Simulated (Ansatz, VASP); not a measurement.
# InSe in two plane-wave programs, part 2 of 2

Wanted: the spread between two codes on one cell, functional and k mesh. The cell is taken from a series of runs on this material, whose earlier steps may have relaxed, scaled, displaced or heated it; both programs get it as it stands.

VASP 6.6.1 and Ansatz 0.2.0.

So far. Step 2 (VASP: electric field gradients, LDA): The run ends at a pressure of -1.41 GPa, with forces up to 0.25 eV/Å.

## 3. Ansatz: electric field gradients, LDA

Level of this step: Ansatz beside VASP: Kohn-Sham DFT, plane waves, LDA (Ansatz).

Ansatz runs on its default PAW (the set named soft_2) files.

The same cell, functional (in two slightly different forms), mesh and smearing now go to Ansatz, which takes its cutoff from its data sets.

The input, input.yaml:

```yaml
crystal:
  lattice:
    - [2.0, 1.1547005384, 8.44]
    - [-2.0, 1.1547005384, 8.44]
    - [0.0, -2.3094010768, 8.44]
  atoms:
    - { symbol: In, position: [0.8886, 0.8886, 0.8886] }
    - { symbol: In, position: [0.0, 0.0, 0.0] }
    - { symbol: Se, position: [0.1719, 0.1719, 0.1719] }
    - { symbol: Se, position: [0.3835, 0.3835, 0.3835] }
hamiltonian:
  xc: lda
  pseudopotentials: { kind: paw }
kpoints:
  mp_grid: { grid: [8, 8, 8] }
scf:
  occupations: { method: fermi_dirac, width: 0.05 }
  n_extra_bands: 5
output:
  forces: true
  stress: true
  eigenvalues: true
  efg: {}
```

Started as:

```sh
> ansatz run input.yaml --threads 2 --pin off --max-ram 4608MiB --backend cpu --events-out ev --progress --plain --runs-dir out
```

Numbers of over 12 decimals in the logs are rounded to 6 here.

Output:

```text
basis.fft_grid_basis auto: the FFT boxes are laid along the combinations [[1, 0, -1], [0, 1, -1], [0, 0, 1]] of the cell's own vectors, 4.000, 4.000 and 8.750 Å long. The dense box has 27×27×60 points. Along the cell's own vectors, as sized, it would have 60×60×60, 4.94 times as many. Of the 6 symmetry operations that the crystal satisfies within crystal.symmetry.tolerance (time reversal apart; of a slab, those that  [...]
scf.n_extra_bands = 5 over 29 filled bands (N_el = 58.0): the run solves 34 bands
In: output.efg is read without spin–orbit coupling, which moves field gradients at and beside such atoms by some per cent and up to a factor of two; PAW files take it under magnetization.noncollinear and magnetization.spin_orbit
Engine: ansatz 0.2.0, x86_64-unknown-linux-gnu
Pseudopotentials: kind: paw
Pseudopotential: In, paw, valence charge 13, recommended cutoff 420 eV (normal), In.paw.azcp
Pseudopotential: Se, paw, valence charge 16, recommended cutoff 420 eV (normal), Se.paw.azcp
Functional definition: SPW92
  exchange = slater_x
  correlation = pw_c
Crystal: 4 atoms, lattice volume = 116.948 Å³
Basis set: ecut = 420 eV, 2309 PW (Γ), FFT grids on a1−a3, a2−a3, a3
Bands: 34, of which v1, the nominal top of the filled ones, is band 29 counted from 1 (28 counted from 0)
Symmetry: 6 space group operations
Space group: R3m (ITA 160), of the structure as read, at distance tolerance 4.9e-5 Å
k-points: 65 of 512 (time reversal used)
Non-local potential: In, projectors of the file, l = 0: 2, l = 1: 2, l = 2: 2, l = 3: 2
Non-local potential: Se, projectors of the file, l = 0: 2, l = 1: 2, l = 2: 3, l = 3: 1
PAW form: soft (Blöchl's): semilocal exchange-correlation on the pseudo side does not see the compensation charge
PAW frozen core: In, regenerated for the run's functional, and the local potential with it (the file was generated under x = pbe(κ = 0.804, μ = 0.219515), c = pbe(β = 0.066725))
PAW frozen core: Se, regenerated for the run's functional, and the local potential with it (the file was generated under x = pbe(κ = 0.804, μ = 0.219515), c = pbe(β = 0.066725))
PAW one-centre angular grid: In, 590 points (default); XC on 64 Gauss nodes
PAW one-centre angular grid: Se, 590 points (default); XC on 64 Gauss nodes
Initial density: superposition of atomic densities (neutral atoms: chi_scale 0, normalization atom), corrected by the library's trained network
Initial wavefunctions: pseudopotential atomic-orbital guess
Functional: x = slater, c = lda
SCF iter   1: F=—  HF=-21682.736616 eV  |F-HF|=—  |Δ(HF+E_count)|=         —  Δρ=6.82e-3  dr2=6.07e-2  ethr=1.77e-3  ⟨swp⟩=6.4  Hψ=9487  notcnv=0
preconditioner: auto → Resta (q_TF=auto, 2.427 Å⁻¹)  ε∞=3.5  [insulator: Δε(μ)=0.198 eV  Ē_g=13.371 eV  σ=0.050 eV  W_gap=0.75  n_scr=30 (ndim 8)  ℏωp=21.2 eV  f_vac=0.086  D(μ)=0.02/eV (n_scr^D=0)  ε∞_Penn≈3.5]
SCF iter   2: F=—  HF=-21682.721968 eV  |F-HF|=—  |Δ(HF+E_count)|=   1.46e-2  Δρ=2.86e-3  dr2=5.35e-3  ethr=1.05e-4  ⟨swp⟩=3.2  Hψ=4265  notcnv=0  defer=45
SCF iter   3: F=—  HF=-21682.720826 eV  |F-HF|=—  |Δ(HF+E_count)|=   1.14e-3  Δρ=9.61e-4  dr2=8.62e-4  ethr=9.22e-6  ⟨swp⟩=2.0  Hψ=2815  notcnv=0  defer=45
SCF iter   4: F=—  HF=-21682.720718 eV  |F-HF|=—  |Δ(HF+E_count)|=   1.08e-4  Δρ=2.48e-4  dr2=6.82e-5  ethr=1.49e-6  ⟨swp⟩=2.0  Hψ=2488  notcnv=0  defer=45
SCF iter   5: F=—  HF=-21682.720723 eV  |F-HF|=—  |Δ(HF+E_count)|=   5.14e-6  Δρ=5.10e-5  dr2=3.40e-6  ethr=1.18e-7  ⟨swp⟩=2.1  Hψ=2622  notcnv=0  defer=45
SCF iter   6: F=—  HF=-21682.720725 eV  |F-HF|=—  |Δ(HF+E_count)|=   1.33e-6  Δρ=1.02e-5  dr2=1.73e-7  ethr=5.87e-9  ⟨swp⟩=2.0  Hψ=2640  notcnv=0  defer=45
SCF iter   7: F=-21682.720725 eV  HF=-21682.720725 eV  |F-HF|=3.10e-9  |Δ(HF+E_count)|=   5.24e-8  Δρ=3.11e-6  dr2=1.41e-8  ethr=1.72e-10  ⟨swp⟩=7.4  Hψ=8367  notcnv=0
SCF 1 converged in 7 iterations: F = -21682.720725 eV  dr2 = 1.41e-8
  greatest PAW one-centre occupation: 1.000 electrons in one spin orbital (limit 2), on the Se atom at site 2 (counted from 0), in its partial waves of l = 2
SCF converged after 7 iterations
Free energy (F): -21682.720725 eV
Harris-Foulkes:  -21682.720725 eV  (|F-HF|=3.10e-9)
Internal energy: -21682.720528 eV  (E = F + TS)
E sigma→0 (E₀):  -21682.720627 eV
Entropy (-TS):   -0.000196 eV (-0.049 meV/atom)
Fermi energy:    7.084949 eV
--- Per-component energies (eV) ---
  E_band       = -934.880727
  E_kinetic    = 725.150219
  E_local      = -7940.782573  (includes V_loc(G=0)·N_el)
  E_nonlocal   = -437.768968
  E_hartree    = 3648.566004
  E_xc         = -633.449427
  E_vxc        = -398.166912  (∫ρ·V_xc dr)
  E_paw        = -11685.234580  (= ΣΔE_a)
  E_vpaw       = -180.449545  (= ΣTr[D̂ρ^β])
  E_aug_tail   = -0.001186  (compensation charges beyond the density's cutoff)
  E_ewald      = -5364.203816
  E_core_change = 5.003797  (= ΣΔE_core)
  E_smearing   = -0.000196  (= −TS)
  E_closure    = 0.000000  (closes the sum)
  Σ components = -21682.720725   (vs F -21682.720725, Δ=0.00e0)
--- Forces (eV/Å), atoms counted from 1 ---
  atom   1  In     0.00000000    -0.00000000     0.23719995
  atom   2  In    -0.00000000     0.00000000    -0.21987455
  atom   3  Se     0.00000000     0.00000000     0.06098028
  atom   4  Se     0.00000000     0.00000000    -0.07831509
  max |Σ_I F_I| component: 9.42e-6 eV/Å
--- Stress (GPa, compression-positive) ---
       -1.081120       0.000000      -0.000000
        0.000000      -1.081120       0.000000
        0.000000       0.000000      -2.298845
  P = ⅓ Tr σ = -1.4870 GPa (-14.870 kbar)
--- PAW observables at the nuclei: V_zz in 10²¹ V/m², potentials from the cell's mean, atoms counted from 1 ---
  atom   1  In V_zz =    -9.899515   η = 0.0000   by run symmetry: allowed
            electrostatic potential = -7935.564898 V   contact ρ = none
  atom   2  In V_zz =    -9.942032   η = 0.0000   by run symmetry: allowed
            electrostatic potential = -7935.567954 V   contact ρ = none
  atom   3  Se V_zz =    -6.921805   η = 0.0000   by run symmetry: allowed
            electrostatic potential = -4709.709920 V   contact ρ = none
  atom   4  Se V_zz =    -6.461062   η = 0.0000   by run symmetry: allowed
            electrostatic potential = -4709.715032 V   contact ρ = none
--- Band table (eV; the first three rows and the last of 65) ---
  k-point 0: bands = [... 25 lower, 5.6654, 5.6654, 5.7591, 5.7591, 8.5224, 8.8820, 11.2793, 11.2793, ... 1 higher]
  k-point 1: bands = [... 25 lower, 5.2710, 5.4651, 5.5919, 5.8317, 8.8706, 9.5839, 10.5635, 11.4345, ... 1 higher]
  k-point 2: bands = [... 25 lower, 4.9124, 5.0678, 5.2072, 5.9389, 8.8571, 9.0371, 10.8947, 11.0886, ... 1 higher]
  k-point 64: bands = [... 25 lower, 5.5959, 5.8353, 5.8353, 6.9629, 7.1788, 8.9556, 11.1943, 11.1943, ... 1 higher]
```

The run ends at a pressure of -1.49 GPa, with forces up to 0.24 eV/Å.

## 4. Side by side

Known differences besides the potentials themselves: the data sets hold 58 valence electrons in Ansatz (default PAW (the set named soft_2) files) and 38 in VASP; the cutoff is 420 eV in Ansatz and 400 eV in VASP; Ansatz adds the response of the frozen cores to the gradients, VASP leaves it out; VASP's log shows a relativistic correction to its local exchange, Ansatz's none. Total energies have different zeros and are not compared.

The two programs side by side:

| quantity | Ansatz | VASP | difference |
| --- | --- | --- | --- |
| pressure (GPa) | -1.49 | -1.41 | -0.08 |
| gap on the k mesh (eV) | 0.216 | 0.227 | -0.011 |
| Vzz at In1 (V/Å²) | -99.0 | -99.2 | +0.2 |
| Vzz at In2 (V/Å²) | -99.4 | -99.5 | +0.1 |
| Vzz at Se3 (V/Å²) | -69.2 | -67.4 | -1.8 |
| Vzz at Se4 (V/Å²) | -64.6 | -62.9 | -1.7 |

Forces (eV/Å; atoms numbered as in POSCAR):

| atom | Ansatz x, y, z | VASP x, y, z |
| --- | --- | --- |
| In1 | 0.000, 0.000, 0.237 | 0.000, 0.000, 0.249 |
| In2 | 0.000, 0.000, -0.220 | 0.000, 0.000, -0.231 |
| Se3 | 0.000, 0.000, 0.061 | 0.000, 0.000, 0.040 |
| Se4 | 0.000, 0.000, -0.078 | 0.000, 0.000, -0.057 |

The forces differ by 9.9 meV/Å r.m.s., which is 9.8 % of the r.m.s. force of 0.10 eV/Å (both taken over all components). A gap on the mesh is an upper bound, since the band edges may lie between its points. Ansatz's pressure holds a Pulay correction of 0.03 GPa; VASP's holds none.

## 5. Further runs

Further runs change the set-up of one program: Ansatz's method, potentials or start, or VASP's data sets, cutoff or form of LDA. The table gives Ansatz less VASP for each quantity, since a change that brings one quantity closer may part another.

| run | r.m.s. force difference (meV/Å) | pressure (GPa) | gap on the k mesh (eV) | Vzz at In1 (V/Å²) | Vzz at In2 (V/Å²) | Vzz at Se3 (V/Å²) |
| --- | --- | --- | --- | --- | --- | --- |
| as above | 9.9 | -0.081 | -0.011 | 0.24 | 0.12 | -1.8 |
| VASP with the data sets In_d_GW and Se_GW, a cutoff of 520 eV and GGA = CA, the Perdew-Zunger form of LDA | 6.5 | -0.050 | -0.0083 | -1.5 | -1.7 | -0.60 |

## 6. Outcome

```json
{
 "difference in Vzz at Se3 (electric field gradients, LDA)": "-1.8 V/Å²",
 "r.m.s. force difference (electric field gradients, LDA)": "9.9 meV/Å"
}
```

**Reading.** The r.m.s. force difference is 9.9 meV/Å (electric field gradients, LDA), within the 12 meV/Å picked in this series as the mark of a large difference. Electric field gradients, LDA, VASP with the data sets In_d_GW and Se_GW, a cutoff of 520 eV and GGA = CA, the Perdew-Zunger form of LDA: r.m.s. force difference goes from 9.9 to 6.5 meV/Å; the difference in pressure goes from -0.081 to -0.050 GPa; the difference in Vzz at In1 goes from 0.24 to -1.5 V/Å²; the difference in Vzz at In2 goes from 0.12 to -1.7 V/Å²; the difference in Vzz at Se3 goes from -1.8 to -0.60 V/Å². How closely two codes agree says nothing of how well the functional describes the real material.

[Lines on the potential files, build, host, timing and source positions are cut from VASP's logs without a mark.]

[Logs are printed without paths, hosts, clocks, repeated set-up lines and the standing remarks that a program may print on its own settings, such as how far it seeks lower states.]

[Hosts, paths, dates, database ids (printed as entryN), source tags and the programs' standing remarks are cut or masked in the printed files.]
